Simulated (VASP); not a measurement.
Input of a VASP 6.6.1 run:

Contents of POSCAR:

```
Al3Si2F
1.0
   -1.9483300000      2.0187000000      6.6975400000
    1.9483300000     -2.0187000000      6.6975400000
    1.9483300000      2.0187000000     -6.6975400000
Al Si F
3 2 1
Direct
    0.2494610000      0.7494610000      0.5000000000
    0.7505390000      0.2505390000      0.5000000000
    0.0000000000      0.5000000000      0.5000000000
    0.6316480000      0.6316480000      0.0000000000
    0.3683520000      0.3683520000      0.0000000000
    0.0000000000      0.0000000000      0.0000000000
```

INCAR.step1

```
SYSTEM = Al3Si2F
PREC = Accurate ; ENCUT = 520
EDIFF = 1E-6 ; ISMEAR = 0
SIGMA = 0.1 ; LREAL = .FALSE.
LASPH = .TRUE. ; NELM = 60
ALGO = Normal ; ISIF = 2
LWAVE = .FALSE. ; LCHARG = .TRUE.
GGA = PE ; NBANDS = 21
KPAR = 2
```

KPOINTS.step1

```
Automatic mesh
0
G
  10 10 10
  0 0 0
```

The input INCAR.step2:

```
SYSTEM = Al3Si2F
PREC = Accurate ; ENCUT = 520
EDIFF = 1E-6 ; ISMEAR = 0
SIGMA = 0.05 ; LREAL = .FALSE.
LASPH = .TRUE. ; NELM = 60
ALGO = Normal ; ISIF = 2
LWAVE = .FALSE. ; LCHARG = .FALSE.
GGA = PE ; NBANDS = 21
KPAR = 2 ; ICHARG = 11
```

KPOINTS.step2

```
path GXLTWRX1ZGYSW,L1Y,Y1Z
20
line-mode
reciprocal
 0.0000000000  0.0000000000  0.0000000000  G
-0.2711560416  0.2711560416  0.2711560416  X

-0.2711560416  0.2711560416  0.2711560416  X
-0.4984441690  0.4984441690  0.0438679141  L

-0.4984441690  0.4984441690  0.0438679141  L
-0.5000000000  0.5000000000  0.0000000000  T

-0.5000000000  0.5000000000  0.0000000000  T
-0.7500000000  0.2500000000  0.2500000000  W

-0.7500000000  0.2500000000  0.2500000000  W
-0.5000000000  0.0000000000  0.5000000000  R

-0.5000000000  0.0000000000  0.5000000000  R
-0.7288439584 -0.2711560416  0.7288439584  X1

-0.7288439584 -0.2711560416  0.7288439584  X1
-0.5000000000 -0.5000000000  0.5000000000  Z

-0.5000000000 -0.5000000000  0.5000000000  Z
 0.0000000000  0.0000000000  0.0000000000  G

 0.0000000000  0.0000000000  0.0000000000  G
-0.2727118726  0.2727118726 -0.2727118726  Y

-0.2727118726  0.2727118726 -0.2727118726  Y
-0.5000000000  0.0000000000  0.0000000000  S

-0.5000000000  0.0000000000  0.0000000000  S
-0.7500000000  0.2500000000  0.2500000000  W

-0.5015558310  0.5015558310 -0.0438679141  L1
-0.2727118726  0.2727118726 -0.2727118726  Y

-0.7272881274 -0.2727118726  0.2727118726  Y1
-0.5000000000 -0.5000000000  0.5000000000  Z
```

Potentials or basis: VASP PAW PBE potentials, release 64 (Al, Si, F).

Launch:

```sh
$ cat potpaw_PBE.64/Al/POTCAR potpaw_PBE.64/Si/POTCAR potpaw_PBE.64/F/POTCAR > POTCAR
$ cp INCAR.step1 INCAR
$ cp KPOINTS.step1 KPOINTS
$ mpirun -np 2 vasp_std > vasp.out
$ cp INCAR.step2 INCAR
$ cp KPOINTS.step2 KPOINTS
$ mpirun -np 2 vasp_std > vasp.out
```

(1) What does it give for the band gap along the path?

Answers

(1) none (metal or under the smearing width).
